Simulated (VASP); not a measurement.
Input:

```
CELL_PARAMETERS angstrom
      0.00000     2.83800     2.83800
      2.83800     0.00000     2.83800
      2.83800     2.83800     0.00000
ATOMIC_POSITIONS crystal
  Ge 0.00000 0.00000 0.00000
  Ge 0.25000 0.25000 0.25000
```

Level of theory: r2SCAN meta-GGA, VASP's PBE PAW potentials (set 64) (plane waves; VASP). Settings: 500 eV cut-off, 8×8×8 Γ-centred mesh, Gaussian smearing of 0.050 eV, potentials Ge_d.

**Question.** What does the run give for the energy per atom (σ→0), band gap (on the k-mesh) with the smallest direct gap where there is one?

**Answer.** 
```yaml
band gap (on the k-mesh): 0.31 eV
smallest direct gap (on the k-mesh): 0.31 eV
energy per atom (σ→0): -13.868 eV/atom
```

The absolute energy has meaning only against runs of the same code, potentials and settings.

The compound is Ge in the diamond structure. It was relaxed first.
